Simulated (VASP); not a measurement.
**Relaxed cell of GaSb with and without spin-orbit coupling**

Does spin-orbit coupling change the relaxed cell of GaSb? The starting structure is a cell with measured lattice constants from the literature and the atomic positions of a computed structure of the Materials Project. The first relaxation on each setting starts from this cell expanded by 3 % in volume.

Method: Kohn-Sham DFT with plane waves and PAW; PBEsol and PBEsol + spin-orbit coupling, in VASP 6.6.1.

**1. The structure**

The structure is cubic, space group F-43m (No. 216). The conventional cell has a = 6.096 Å, b = 6.096 Å, c = 6.096 Å, α = 90.00°, β = 90.00°, γ = 90.00°. Nearest to Sb lie 4 Ga at 2.64 Å. Ga has 4 Sb at 2.64 Å nearest. Farther neighbours are not listed.

**2. Relaxation without spin-orbit coupling**

This run starts from the cell of an earlier relaxation, which isn't shown; the restart sets up the plane waves anew.

INCAR

```
SYSTEM = GaSb
PREC = Accurate
ENCUT = 450
EDIFF = 1E-06
NELM = 100
ISMEAR = 0
SIGMA = 0.03
LREAL = .FALSE.
ALGO = Normal
GGA = PS
NBANDS = 15
LORBIT = 11
LWAVE = .FALSE.
LCHARG = .FALSE.
KPAR = 8
IBRION = 2
NSW = 50
ISIF = 3
EDIFFG = -0.006
LASPH = .TRUE.
```

POSCAR

```
GaSb
1.0
    0.0000000000      3.0576425954      3.0576425954
    3.0576425954      0.0000000000      3.0576425954
    3.0576425954      3.0576425954      0.0000000000
Sb Ga
1 1
Direct
    0.2500000000      0.2500000000      0.2500000000
    0.0000000000      0.0000000000      0.0000000000
```

KPOINTS

```
Automatic mesh
0
Gamma
6 6 6
0 0 0
```

PAW data sets: Sb and Ga_d (PBE family, release 64).

The run is started by

```console
$ mpirun -np 8 vasp_std
```

The log of the run:

```text
[banner, memory and clock lines left out]
running    8 mpi-ranks, on    1 nodes
 distrk:  each k-point on    1 cores,    8 groups
 distr:  one band on    1 cores,    1 groups

 POSCAR found type information on POSCAR SbGa
 POSCAR found :  2 types and       2 ions
|                                                                             |
|           W    W    AA    RRRRR   N    N  II  N    N   GGGG   !!!           |
|           W    W   A  A   R    R  NN   N  II  NN   N  G    G  !!!           |
|           W    W  A    A  R    R  N N  N  II  N N  N  G       !!!           |
|           W WW W  AAAAAA  RRRRR   N  N N  II  N  N N  G  GGG   !            |
|           WW  WW  A    A  R   R   N   NN  II  N   NN  G    G                |
|           W    W  A    A  R    R  N    N  II  N    N   GGGG   !!!           |
|                                                                             |
|     For optimal performance we recommend to set                             |
|       NCORE = 2 up to number-of-cores-per-socket                            |
|     NCORE specifies how many cores store one orbital (NPAR=cpu/NCORE).      |
|     This setting can greatly improve the performance of VASP for DFT.       |
|     The default, NCORE=1 might be grossly inefficient on modern             |
|     multi-core architectures or massively parallel machines. Do your        |
|     Unfortunately you need to use the default for GW and RPA                |
|     calculations (for HF NCORE is supported but not extensively tested      |
|     yet).                                                                   |
|                                                                             |

|                                                                             |
|               ----> ADVICE to this user running VASP <----                  |
|                                                                             |
|     You enforced a specific xc type in the INCAR file but a different       |
|     [... a line on the potential file left out ...]
|     I HOPE YOU KNOW WHAT YOU ARE DOING!                                     |
|                                                                             |

 LDA part: xc-table for (Slater+PW92), standard interpolation
 POSCAR, INCAR and KPOINTS ok, starting setup
 FFT: planning ... GRIDC
 FFT: planning ... GRID_SOFT
 FFT: planning ... GRID
 WAVECAR not read
 entering main loop
       N       E                     dE             d eps       ncg     rms          rms(c)
DAV:   1     0.754354062243E+02    0.75435E+02   -0.81892E+03   480   0.137E+03
DAV:   2    -0.233835682535E+01   -0.77774E+02   -0.75198E+02   557   0.290E+02
DAV:   3    -0.811850347830E+01   -0.57801E+01   -0.57688E+01   564   0.650E+01
DAV:   4    -0.822258386028E+01   -0.10408E+00   -0.10407E+00   621   0.996E+00
DAV:   5    -0.822480168121E+01   -0.22178E-02   -0.22178E-02   601   0.129E+00    0.315E+00
DAV:   6    -0.814772328711E+01    0.77078E-01   -0.90565E-02   643   0.529E+00    0.185E+00
DAV:   7    -0.812107835986E+01    0.26645E-01   -0.46277E-02   613   0.195E+00    0.380E-01
DAV:   8    -0.812112063974E+01   -0.42280E-04   -0.50952E-03   638   0.885E-01    0.104E-01
DAV:   9    -0.812143204193E+01   -0.31140E-03   -0.47505E-04   543   0.196E-01    0.386E-02
DAV:  10    -0.812142684931E+01    0.51926E-05   -0.23881E-05   652   0.487E-02    0.884E-03
DAV:  11    -0.812143805795E+01   -0.11209E-04   -0.13470E-05   536   0.250E-02    0.606E-03
DAV:  12    -0.812143811638E+01   -0.58422E-07   -0.42647E-07   520   0.698E-03
   1 F= -.81214381E+01 E0= -.81213134E+01  d E =-.812144E+01
 curvature:   0.00 expect dE= 0.000E+00 dE for cont linesearch  0.000E+00
 trial: gam= 0.00000 g(F)=  0.191E-45 g(S)=  0.231E-05 ort = 0.000E+00 (trialstep = 0.100E+01)
 search vector abs. value=  0.231E-05
 reached required accuracy - stopping structural energy minimisation
```

It took 5 s on 8 MPI ranks of AMD EPYC 7R43, shared host; peak memory 1.1 GiB; 34 s of CPU time.

Lines that name or quote the potential files are left out of all logs, and their timing lines are given in words.

OUTCAR, selected parts (step 2):

```text
ion  position               nearest neighbor table
   1  0.250  0.250  0.250-   2 2.65   2 2.65   2 2.65   2 2.65
   2  0.000  0.000  0.000-   1 2.65   1 2.65   1 2.65   1 2.65

  LATTYP: Found a face centered cubic cell.
 ALAT       =     6.1152851908

 Subroutine GETGRP returns: Found 24 space group operations
 (whereof 24 operations were pure point group operations)

The static configuration has the point symmetry T_d .

 Found     16 irreducible k-points:

   k-points           NKPTS =     16   k-points in BZ     NKDIM =     16   number of bands    NBANDS=     15

   dimension x,y,z NGX =    30 NGY =   30 NGZ =   30
   dimension x,y,z NGXF=    60 NGYF=   60 NGZF=   60

   ENCUT  =  450.0 eV  33.07 Ry    5.75 a.u.   7.48  7.48  7.48*2*pi/ulx,y,z

   NELECT =      18.0000    total number of electrons

 k-points in reciprocal lattice and weights: Automatic mesh
   0.00000000  0.00000000  0.00000000       0.005
   0.16666667  0.00000000  0.00000000       0.037
   0.33333333  0.00000000  0.00000000       0.037
   0.50000000  0.00000000  0.00000000       0.019
   0.16666667  0.16666667  0.00000000       0.028
   0.33333333  0.16666667  0.00000000       0.111
   0.50000000  0.16666667  0.00000000       0.111
  -0.33333333  0.16666667  0.00000000       0.111
  -0.16666667  0.16666667  0.00000000       0.056
[...]
-0.33333333  0.33333333  0.16666667       0.111
  -0.33333333  0.50000000  0.16666667       0.056

 average (electrostatic) potential at core
       1 -87.4586       2 -65.5351

 E-fermi :   4.7668

 k-point     1 :       0.0000    0.0000    0.0000
  band No.  band energies     occupation
    ...
      6      -6.7607      2.00000
      7       4.7512      1.53711
      8       4.7529      1.48769
      9       4.7529      1.48760
     10       4.7529      1.48760
     11       7.5050      0.00000
     12       7.5050      0.00000
     13       7.5050      0.00000
     14      10.3790      0.00000
     15      13.3515      0.00000

 k-point     2 :       0.1667    0.0000    0.0000
  band No.  band energies     occupation
    ...
      5     -10.2046      2.00000
      6      -6.4774      2.00000
      7       2.0257      2.00000
      8       4.3465      2.00000
      9       4.3465      2.00000
     10       5.7266      0.00000
     11       8.0492      0.00000
     12       8.0492      0.00000
     13       8.6568      0.00000
     14      11.6515      0.00000
    ...

 k-point     3 :       0.3333    0.0000    0.0000
  band No.  band energies     occupation
    ...
      5     -10.2045      2.00000
      6      -5.7217      2.00000
      7      -0.4552      2.00000
      8       3.8006      2.00000
      9       3.8006      2.00000
     10       5.2927      0.00000
     11       8.4892      0.00000
     12       8.4892      0.00000
     13      11.1099      0.00000
     14      11.6543      0.00000
    ...

  Total        0.0056520      0.0056520      0.0056520     -0.0000000      0.0000000     -0.0000000
  in kB        0.1583891      0.1583891      0.1583891     -0.0000000      0.0000000     -0.0000000
  external PRESSURE =       0.1583891 kB  Pullay stress =       0.0000000 kB

  energy-cutoff  :      450.00
  volume of cell :       57.17
      direct lattice vectors                 reciprocal lattice vectors
     0.000000000  3.057642595  3.057642595    -0.163524671  0.163524671  0.163524671
     3.057642595  0.000000000  3.057642595     0.163524671 -0.163524671  0.163524671
     3.057642595  3.057642595  0.000000000     0.163524671  0.163524671 -0.163524671

 POSITION                                       TOTAL-FORCE (eV/Angst)
 -----------------------------------------------------------------------------------
      1.52882      1.52882      1.52882        -0.000000     -0.000000     -0.000000
      0.00000      0.00000      0.00000         0.000000      0.000000      0.000000
 -----------------------------------------------------------------------------------
    total drift:                                0.000000      0.000000      0.000000

  FREE ENERGIE OF THE ION-ELECTRON SYSTEM (eV)
  ---------------------------------------------------
  free  energy   TOTEN  =        -8.1214381164 eV

  energy  without entropy=       -8.1211885907  energy(sigma->0) =       -8.12131335

 reached required accuracy - stopping structural energy minimisation

 total charge
# of ion       s       p       d       tot
------------------------------------------
    1        1.129   1.341   0.027   2.497
    2        0.907   0.769   9.963  11.639
--------------------------------------------------
tot          2.036   2.110   9.990  14.136

[... 3 further parts left out ...]
```

CONTCAR:

```
GaSb
   1.00000000000000
     0.0000000000000000    3.0576425953999999    3.0576425953999999
     3.0576425953999999    0.0000000000000000    3.0576425953999999
     3.0576425953999999    3.0576425953999999    0.0000000000000000
  Sb              Ga
     1     1
Direct
     0.2500000000000000    0.2500000000000000    0.2500000000000000
     0.0000000000000000    0.0000000000000000    0.0000000000000000
```

The run shows no gap at this level; if that holds and bands cross the Fermi level widely, this k-mesh is coarse for it. The PAW data sets were made with PBE, which is usual practice but a small mismatch for other functionals. The run keeps the 24 symmetry operations of its start, so it cannot find a distortion of lower symmetry.

Without spin-orbit coupling the relaxed cell holds 28.586 Å³ an atom, with a = 6.115 Å.

**3. Relaxation with spin-orbit coupling**

Against step 2 the input has LNONCOLLINEAR = .TRUE., MAGMOM = 0 0 0 0 0 0, GGA_COMPAT = .FALSE. and LSORBIT = .TRUE. (also changed: NBANDS). This run starts from the cell of an earlier relaxation, which isn't shown; the restart sets up the plane waves anew.

INCAR: that of step 2 with these lines changed.

```diff
@@ -10,3 +10,8 @@
 GGA = PS
-NBANDS = 15
+LNONCOLLINEAR = .TRUE.
+MAGMOM = 0 0 0 0 0 0
+NBANDS = 30
+GGA_COMPAT = .FALSE.
+LASPH = .TRUE.
+LSORBIT = .TRUE.
 LORBIT = 11
@@ -19,2 +24 @@
 EDIFFG = -0.006
-LASPH = .TRUE.
```

POSCAR

```
GaSb
1.0
    0.0000000000      3.0606018950      3.0606018950
    3.0606018950      0.0000000000      3.0606018950
    3.0606018950      3.0606018950      0.0000000000
Sb Ga
1 1
Direct
    0.2500000000      0.2500000000      0.2500000000
    0.0000000000      0.0000000000      0.0000000000
```

KPOINTS is that of step 2.

The run is started by

```console
$ mpirun -np 8 vasp_ncl
```

The log of the run:

```text
[banner, memory and clock lines left out]
running    8 mpi-ranks, on    1 nodes
[...]
[... a notice as in an earlier step ...]

 [... a notice as in an earlier step ...]

 LDA part: xc-table for (Slater+PW92), standard interpolation
 POSCAR, INCAR and KPOINTS ok, starting setup
[...]
entering main loop
       N       E                     dE             d eps       ncg     rms          rms(c)
DAV:   1     0.114415295005E+03    0.11442E+03   -0.74405E+03  1414   0.138E+03
DAV:   2     0.578648129583E+01   -0.10863E+03   -0.10414E+03  1450   0.374E+02
DAV:   3    -0.785924938373E+01   -0.13646E+02   -0.13533E+02  1560   0.103E+02
DAV:   4    -0.828349779253E+01   -0.42425E+00   -0.42352E+00  1562   0.201E+01
[...]
DAV:  10    -0.819046615160E+01   -0.14777E-03   -0.16022E-04  1468   0.107E-01    0.163E-02
DAV:  11    -0.819050169061E+01   -0.35539E-04   -0.37478E-05  1496   0.496E-02    0.101E-02
DAV:  12    -0.819050176219E+01   -0.71584E-07   -0.24603E-06  1558   0.152E-02
[...]
DAV:   3    -0.819051333172E+01    0.69837E-04   -0.79732E-05  1810   0.141E-01    0.114E-02
DAV:   4    -0.819050635532E+01    0.69764E-05   -0.11130E-05  1588   0.432E-02    0.442E-03
DAV:   5    -0.819050591762E+01    0.43770E-06   -0.31248E-07   888   0.679E-03
   2 F= -.81905059E+01 E0= -.81904276E+01  d E =-.415543E-05  mag=     0.0000     0.0000     0.0000
 trial-energy change:   -0.000004  1 .order    0.000019   -0.000032    0.000069
 step:   0.6306(harm=  0.3155)  dis= 0.00000  next Energy=    -8.190518 (dE=-0.158E-04)
[...]
N       E                     dE             d eps       ncg     rms          rms(c)
DAV:   1    -0.819055839210E+01   -0.52037E-04   -0.60497E-04  1778   0.409E-01    0.398E-02
DAV:   2    -0.819052069403E+01    0.37698E-04   -0.80286E-05  1806   0.162E-01    0.185E-02
DAV:   3    -0.819051089319E+01    0.98008E-05   -0.10842E-05  1822   0.528E-02    0.423E-03
DAV:   4    -0.819050968185E+01    0.12113E-05   -0.14556E-06  1130   0.161E-02    0.139E-03
DAV:   5    -0.819050958246E+01    0.99380E-07   -0.86114E-08   822   0.362E-03
   3 F= -.81905096E+01 E0= -.81904312E+01  d E =-.782027E-05  mag=     0.0000     0.0000     0.0000
[...]
reached required accuracy - stopping structural energy minimisation
```

Elapsed: 35 s, on 8 MPI ranks; peak memory 2.2 GiB; 4.6 min of CPU time.

Parts of OUTCAR (step 3):

```text
  Total       -0.0101888     -0.0101888     -0.0101888      0.0000000      0.0000000     -0.0000000
  in kB       -0.2849698     -0.2849698     -0.2849698      0.0000000      0.0000000     -0.0000000
  external PRESSURE =      -0.2849698 kB  Pullay stress =       0.0000000 kB

 POSITION                                       TOTAL-FORCE (eV/Angst)
 -----------------------------------------------------------------------------------
      1.52981      1.52981      1.52981         0.000000      0.000000     -0.000000
      0.00000      0.00000      0.00000        -0.000000     -0.000000      0.000000
 -----------------------------------------------------------------------------------
    total drift:                                0.000000      0.000000      0.000000

  FREE ENERGIE OF THE ION-ELECTRON SYSTEM (eV)
  ---------------------------------------------------
  free  energy   TOTEN  =        -8.1905095825 eV

  energy  without entropy=       -8.1903528631  energy(sigma->0) =       -8.19043122

 magnetization (x)
# of ion       s       p       d       tot
------------------------------------------
    1        0.000   0.000   0.000   0.000
    2        0.000   0.000   0.000   0.000
--------------------------------------------------
tot          0.000   0.000   0.000   0.000

 magnetization (y)
# of ion       s       p       d       tot
------------------------------------------
    1        0.000   0.000   0.000   0.000
    2        0.000   0.000   0.000   0.000
--------------------------------------------------
tot          0.000   0.000   0.000   0.000

 magnetization (z)
# of ion       s       p       d       tot
------------------------------------------
    1       -0.000  -0.000   0.000  -0.000
    2       -0.000   0.000   0.000  -0.000
--------------------------------------------------
tot         -0.000  -0.000   0.000  -0.000

[... 1 part as in an earlier step ...]

[... 3 further parts left out ...]
[key lines of the parts left out:]
E-fermi :   4.9573
```

The log as kept lacks single lines of electronic cycles.

With spin-orbit coupling the relaxed cell holds 28.642 Å³ an atom, with a = 6.119 Å.

**4. All runs side by side**

| run | volume (Å³/atom) | a (Å) | pressure left (GPa) | core minutes |
| --- | --- | --- | --- | --- |
| without spin-orbit coupling | 28.586 | 6.1153 | 0.016 | 2.0 |
| with spin-orbit coupling | 28.642 | 6.1192 | -0.028 | 14.7 |

Core minutes are wall time times ranks, summed over the relaxations behind a row (those for a bulk modulus apart), on shared hosts.

**5. Results**

| Item | Value |
| --- | --- |
| volume without spin-orbit coupling | 28.586 Å³/atom |
| volume with spin-orbit coupling | 28.642 Å³/atom |

The run with spin-orbit coupling gives a volume +0.19 % from the one without. The relaxations stop with 0.016 and -0.028 GPa left; at a bulk modulus of 50 GPa, to name a scale, that difference alone shifts the volume by 0.09 %. The k mesh isn't tested here. GGA_COMPAT also differs between the two, which alone can make a change this small. Further runs on this material are not shown.

[Lines on the potential files, build, host, timing and source positions are cut from VASP's logs without a mark.]

[Logs are printed without paths, hosts, clocks, repeated set-up lines and the standing remarks that a program may print on its own settings, such as how far it seeks lower states.]

[Hosts, paths, dates, database ids (printed as entryN), source tags and the programs' standing remarks are cut or masked in the printed files.]
